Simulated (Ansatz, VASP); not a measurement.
**Ti (Titanium) in two plane-wave programs**

One calculation is typed for both programs; each brings its own data sets. How far apart do they land? The cell is taken from a series of runs on this material, whose earlier steps may have relaxed, scaled, displaced or heated it; both programs get it as it stands.

Calculated with Ansatz 0.2.0; plane waves, with VASP 6.6.1 beside it; zone-centre phonons at PBEsol.

## Step 1: Set-up

The structure is hexagonal, space group P6_3/mmc (No. 194). Conventional cell: a = 2.902 Å, b = 2.902 Å, c = 4.589 Å, α = 90.00°, β = 90.00°, γ = 120.00°. Nearest to Ti lie 12 Ti at 2.84 to 2.90 Å.

## Step 2: VASP: zone-centre phonons, PBEsol

Second derivatives magnify differences that forces hide, and they need a tight electronic threshold.

Lines of VASP's logs that name or quote its potential files are left out, and so is its time.

Input file INCAR:

```
SYSTEM = Ti
PREC = Accurate
ENCUT = 500
EDIFF = 1E-08
NELM = 120
ISMEAR = 1
SIGMA = 0.2
LREAL = .FALSE.
ALGO = Normal
GGA = PS
NBANDS = 18
LASPH = .TRUE.
LORBIT = 11
LWAVE = .FALSE.
LCHARG = .FALSE.
ISIF = 2
IBRION = 8
GGA_COMPAT = .FALSE.
KPAR = 2
```

Input file POSCAR:

```
Ti
1.0
    2.9016013246      0.0000000000      0.0000000000
   -1.4508006623      2.5128604588      0.0000000000
    0.0000000000      0.0000000000      4.5894918009
Ti
2
Direct
    0.3333333334      0.6666666668      0.2500000000
    0.6666666668      0.3333333334      0.7500000000
```

Input file KPOINTS:

```
Automatic mesh
0
Gamma
21 21 12
0 0 0
```

The projector-augmented-wave data sets are Ti_sv (PBE family, release 64).

The run is started by

```console
$ mpirun -np 2 vasp_std
```

Numbers of over 12 decimals in the logs are rounded to 6 here.

The program printed:

```text
[banner, memory and clock lines left out]
running    2 mpi-ranks, on    1 nodes
 distrk:  each k-point on    1 cores,    2 groups
 distr:  one band on    1 cores,    1 groups

 POSCAR found type information on POSCAR Ti
 POSCAR found :  1 types and       2 ions
|                                                                             |
|               ----> ADVICE to this user running VASP <----                  |
|                                                                             |
|     You enforced a specific xc type in the INCAR file but a different       |
|     [... a line on the potential file left out ...]
|     I HOPE YOU KNOW WHAT YOU ARE DOING!                                     |
|                                                                             |

 LDA part: xc-table for (Slater+PW92), standard interpolation
 POSCAR, INCAR and KPOINTS ok, starting setup
 FFT: planning ... GRIDC
 FFT: planning ... GRID_SOFT
 FFT: planning ... GRID
 WAVECAR not read
 entering main loop
       N       E                     dE             d eps       ncg     rms          rms(c)
DAV:   1     0.252901341130E+03    0.25290E+03   -0.12978E+04 12104   0.163E+03
DAV:   2     0.107232286171E+02   -0.24218E+03   -0.23901E+03 12290   0.449E+02
DAV:   3    -0.177386373970E+02   -0.28462E+02   -0.28140E+02 22738   0.127E+02
DAV:   4    -0.188649118964E+02   -0.11263E+01   -0.11253E+01 13822   0.265E+01
DAV:   5    -0.189185798472E+02   -0.53668E-01   -0.53658E-01 19070   0.411E+00    0.129E+01
DAV:   6    -0.166829788388E+02    0.22356E+01   -0.79965E+00 14214   0.299E+01    0.320E+00
DAV:   7    -0.166573533826E+02    0.25625E-01   -0.88166E-01 18510   0.715E+00    0.210E+00
DAV:   8    -0.166861079811E+02   -0.28755E-01   -0.23571E-01 14126   0.589E+00    0.761E-01
DAV:   9    -0.166764354924E+02    0.96725E-02   -0.55662E-02 14352   0.249E+00    0.731E-02
DAV:  10    -0.166768252207E+02   -0.38973E-03   -0.30515E-03 17818   0.377E-01    0.989E-02
DAV:  11    -0.166768884135E+02   -0.63193E-04   -0.24687E-04 14160   0.123E-01    0.363E-02
DAV:  12    -0.166768809704E+02    0.74432E-05   -0.39421E-05 15036   0.552E-02    0.650E-03
DAV:  13    -0.166768810265E+02   -0.56144E-07   -0.14241E-06 14976   0.108E-02    0.453E-04
DAV:  14    -0.166768811337E+02   -0.10717E-06   -0.21779E-07 18770   0.295E-03    0.738E-04
DAV:  15    -0.166768811279E+02    0.57598E-08   -0.29390E-08 12756   0.138E-03
   1 F= -.16676881E+02 E0= -.16678373E+02  d E =0.447555E-02
 Linear response reoptimize wavefunctions to high precision
DAV:   1    -0.166768811672E+02   -0.39288E-07   -0.47193E-09 11984   0.420E-04
DAV:   2    -0.166768811672E+02   -0.27285E-11   -0.17216E-10  7036   0.127E-04
 Linear response DOF=           2
 Linear response progress:
  Degree of freedom:   1/  2
       N       E                     dE             d eps       ncg     rms          rms(c)
RMM:   1    -0.572430645422E+00   -0.57243E+00    0.28195E+01 55844   0.144E+02
RMM:   2    -0.547720288774E+00    0.24710E-01   -0.34543E-01101939   0.475E+00    0.280E-01
RMM:   3    -0.544679579810E+00    0.30407E-02   -0.20478E-02113961   0.126E+00    0.125E-01
RMM:   4    -0.544974164302E+00   -0.29458E-03   -0.83565E-03133399   0.548E-01    0.174E-02
RMM:   5    -0.545582501095E+00   -0.60834E-03   -0.16948E-03140928   0.211E-01    0.114E-02
RMM:   6    -0.545894272250E+00   -0.31177E-03   -0.71679E-04139182   0.107E-01    0.137E-02
RMM:   7    -0.546467452048E+00   -0.57318E-03   -0.14147E-04128382   0.530E-02    0.316E-03
RMM:   8    -0.546663947420E+00   -0.19650E-03   -0.51875E-05140452   0.289E-02    0.974E-04
RMM:   9    -0.546693107077E+00   -0.29160E-04   -0.13991E-05143682   0.149E-02    0.472E-04
RMM:  10    -0.546715462788E+00   -0.22356E-04   -0.10105E-05141115   0.800E-03    0.148E-04
RMM:  11    -0.546721223442E+00   -0.57607E-05   -0.82388E-06145089   0.461E-03    0.974E-05
RMM:  12    -0.546720098542E+00    0.11249E-05   -0.78822E-06143132   0.272E-03    0.521E-05
RMM:  13    -0.546720747677E+00   -0.64914E-06   -0.60169E-06143394   0.180E-03    0.333E-05
RMM:  14    -0.546723337121E+00   -0.25894E-05   -0.57559E-06135988   0.127E-03    0.546E-05
[...]
RMM:  22    -0.546721882449E+00   -0.24610E-07   -0.10734E-06137360   0.316E-04    0.157E-06
RMM:  23    -0.546721886970E+00   -0.45214E-08   -0.98310E-07142811   0.294E-04    0.206E-06
RMM:  24    -0.546721856463E+00    0.30507E-07   -0.80194E-07126395   0.279E-04    0.553E-06
RMM:  25    -0.546721838740E+00    0.17723E-07   -0.70895E-07139809   0.263E-04    0.671E-06
RMM:  26    -0.546721835521E+00    0.32189E-08   -0.55138E-07131152   0.252E-04    0.856E-06
RMM:  27    -0.546721837673E+00   -0.21522E-08   -0.53547E-07126562   0.242E-04    0.909E-06
RMM:  28    -0.546721844635E+00   -0.69617E-08   -0.42197E-07123738   0.235E-04    0.831E-06
RMM:  29    -0.546721847173E+00   -0.25377E-08   -0.41184E-07124856   0.227E-04    0.819E-06
 first order change of Fermi-energy   0.52432E-04
 force on displaced ion       1 direction 1 :  -1.423  -0.000   0.000
 Linear response progress:
  Degree of freedom:   2/  2
       N       E                     dE             d eps       ncg     rms          rms(c)
RMM:   1    -0.677297639256E+00   -0.67730E+00    0.31194E+01 18834   0.146E+02
RMM:   2    -0.641171926411E+00    0.36126E-01   -0.34819E-01 35033   0.479E+00    0.291E-01
RMM:   3    -0.639277134700E+00    0.18948E-02   -0.25457E-02 38220   0.130E+00    0.130E-01
RMM:   4    -0.640468570968E+00   -0.11914E-02   -0.10350E-02 43909   0.583E-01    0.500E-02
RMM:   5    -0.640907327072E+00   -0.43876E-03   -0.20684E-03 41631   0.243E-01    0.211E-02
RMM:   6    -0.641442516092E+00   -0.53519E-03   -0.80687E-04 46516   0.130E-01    0.114E-02
RMM:   7    -0.641760286304E+00   -0.31777E-03   -0.13546E-04 46422   0.577E-02    0.763E-03
RMM:   8    -0.642280442615E+00   -0.52016E-03   -0.44799E-05 41832   0.347E-02    0.243E-03
RMM:   9    -0.642303044303E+00   -0.22602E-04   -0.11431E-05 46378   0.176E-02    0.100E-03
RMM:  10    -0.642280051297E+00    0.22993E-04   -0.49700E-06 46501   0.981E-03    0.262E-04
RMM:  11    -0.642282089410E+00   -0.20381E-05    0.70718E-07 48053   0.565E-03    0.231E-04
RMM:  12    -0.642289092230E+00   -0.70028E-05   -0.86759E-07 46488   0.352E-03    0.920E-05
RMM:  13    -0.642292806534E+00   -0.37143E-05   -0.21024E-07 48195   0.235E-03    0.828E-05
RMM:  14    -0.642291051120E+00    0.17554E-05   -0.28283E-07 46837   0.160E-03    0.240E-05
RMM:  15    -0.642291272086E+00   -0.22097E-06    0.22964E-07 48450   0.117E-03    0.290E-05
RMM:  16    -0.642291051251E+00    0.22084E-06   -0.33222E-07 45406   0.916E-04    0.560E-05
RMM:  17    -0.642291187590E+00   -0.13634E-06   -0.25089E-07 43829   0.768E-04    0.345E-05
RMM:  18    -0.642291471590E+00   -0.28400E-06   -0.29706E-07 45978   0.640E-04    0.238E-05
RMM:  19    -0.642291727973E+00   -0.25638E-06   -0.23775E-07 44975   0.555E-04    0.142E-05
RMM:  20    -0.642292054669E+00   -0.32670E-06   -0.30009E-07 41995   0.520E-04    0.181E-05
RMM:  21    -0.642292106714E+00   -0.52045E-07   -0.16940E-07 47566   0.448E-04    0.174E-05
RMM:  22    -0.642292122398E+00   -0.15684E-07   -0.21043E-07 48237   0.399E-04    0.164E-05
 first order change of Fermi-energy  -0.16413E-03
 force on displaced ion       1 direction 3 :   0.000  -0.000  -3.270
 Linear response finished
```

From OUTCAR (step 2):

```text
ion  position               nearest neighbor table
   1  0.333  0.667  0.250-   2 2.84   2 2.84   2 2.84   2 2.84   2 2.84   2 2.84
   2  0.667  0.333  0.750-   1 2.84   1 2.84   1 2.84   1 2.84   1 2.84   1 2.84

  LATTYP: Found a hexagonal cell.
 ALAT       =     2.9016013246
 C/A-ratio  =     1.5817099896

 Subroutine GETGRP returns: Found 24 space group operations
 (whereof 12 operations were pure point group operations)

The static configuration has the point symmetry D_3d.
 The point group associated with its full space group is D_6h.

 Found    336 irreducible k-points:

   k-points           NKPTS =    336   k-points in BZ     NKDIM =    336   number of bands    NBANDS=     18

   dimension x,y,z NGX =    24 NGY =   24 NGZ =   36
   dimension x,y,z NGXF=    48 NGYF=   48 NGZF=   72

   ENCUT  =  500.0 eV  36.75 Ry    6.06 a.u.   5.29  5.29  8.37*2*pi/ulx,y,z

   NELECT =      24.0000    total number of electrons

 k-points in reciprocal lattice and weights: Automatic mesh
   0.00000000  0.00000000  0.00000000       0.000
   0.04761905  0.00000000  0.00000000       0.001
   0.09523810  0.00000000  0.00000000       0.001
   0.14285714  0.00000000  0.00000000       0.001
   0.19047619  0.00000000  0.00000000       0.001
   0.23809524 -0.00000000  0.00000000       0.001
   0.28571429 -0.00000000  0.00000000       0.001
   0.33333333  0.00000000  0.00000000       0.001
   0.38095238  0.00000000  0.00000000       0.001
[...]
0.33333333  0.28571429  0.50000000       0.002
   0.33333333  0.33333333  0.50000000       0.000

 average (electrostatic) potential at core
       1 -71.8249       2 -71.8249

  Total       -0.0914156     -0.0914156     -0.0900232     -0.0000000     -0.0000000      0.0000000
  in kB       -4.3768374     -4.3768374     -4.3101708     -0.0000000     -0.0000000      0.0000000
  external PRESSURE =      -4.3546152 kB  Pullay stress =       0.0000000 kB

  energy-cutoff  :      500.00
  volume of cell :       33.46
      direct lattice vectors                 reciprocal lattice vectors
     2.901601325  0.000000000  0.000000000     0.344637284  0.198976429  0.000000000
    -1.450800662  2.512860459  0.000000000     0.000000000  0.397952857  0.000000000
     0.000000000  0.000000000  4.589491801     0.000000000  0.000000000  0.217889048

 POSITION                                       TOTAL-FORCE (eV/Angst)
 -----------------------------------------------------------------------------------
      0.00000      1.67524      1.14737        -0.000000      0.000000     -0.000000
      1.45080      0.83762      3.44212         0.000000     -0.000000      0.000000
 -----------------------------------------------------------------------------------
    total drift:                               -0.000000     -0.000000      0.000000

 Eigenvectors and eigenvalues of the dynamical matrix
 ----------------------------------------------------

   1 f  =    5.778237 THz    36.305736 2PiTHz  192.741251 cm-1    23.896859 meV
             X         Y         Z           dx          dy          dz
      0.000000  1.675240  1.147373    -0.000000    0.000000   -0.707107
      1.450801  0.837620  3.442119     0.000000    0.000000    0.707107

   2 f  =    3.811961 THz    23.951255 2PiTHz  127.153318 cm-1    15.764995 meV
             X         Y         Z           dx          dy          dz
      0.000000  1.675240  1.147373    -0.000000   -0.707107    0.000000
      1.450801  0.837620  3.442119    -0.000000    0.707107    0.000000

   3 f  =    3.811961 THz    23.951255 2PiTHz  127.153318 cm-1    15.764995 meV
             X         Y         Z           dx          dy          dz
      0.000000  1.675240  1.147373     0.707107    0.000000   -0.000000
      1.450801  0.837620  3.442119    -0.707107   -0.000000    0.000000

   4 f  =    0.000000 THz     0.000000 2PiTHz    0.000001 cm-1     0.000000 meV
             X         Y         Z           dx          dy          dz
      0.000000  1.675240  1.147373     0.707107   -0.000000   -0.000000
      1.450801  0.837620  3.442119     0.707107   -0.000000    0.000000

   5 f  =    0.000000 THz     0.000000 2PiTHz    0.000000 cm-1     0.000000 meV
             X         Y         Z           dx          dy          dz
      0.000000  1.675240  1.147373     0.000000    0.707107    0.000000
      1.450801  0.837620  3.442119     0.000000    0.707107    0.000000

   6 f  =    0.000000 THz     0.000000 2PiTHz    0.000000 cm-1     0.000000 meV
             X         Y         Z           dx          dy          dz
      0.000000  1.675240  1.147373     0.000000    0.000000    0.707107
      1.450801  0.837620  3.442119    -0.000000    0.000000    0.707107

 ELASTIC MODULI CONTR FROM IONIC RELAXATION (kBar)
 Direction    XX          YY          ZZ          XY          YZ          ZX
 --------------------------------------------------------------------------------
 XX        -174.3844    174.3844      0.0000      0.0000      0.0000      0.0000
 YY         174.3844   -174.3844     -0.0000     -0.0000      0.0000      0.0000
 ZZ           0.0000     -0.0000     -0.0000     -0.0000      0.0000      0.0000
 XY           0.0000     -0.0000     -0.0000   -174.3844      0.0000      0.0000
 YZ           0.0000      0.0000      0.0000      0.0000      0.0000      0.0000
 ZX           0.0000      0.0000      0.0000      0.0000      0.0000      0.0000
 --------------------------------------------------------------------------------
```

(Part 1 of 2 ends here.)

[Lines on the potential files, build, host, timing and source positions are cut from VASP's logs without a mark.]

[Logs are printed without paths, hosts, clocks, repeated set-up lines and the standing remarks that a program may print on its own settings, such as how far it seeks lower states.]

[Hosts, paths, dates, database ids (printed as entryN), source tags and the programs' standing remarks are cut or masked in the printed files.]
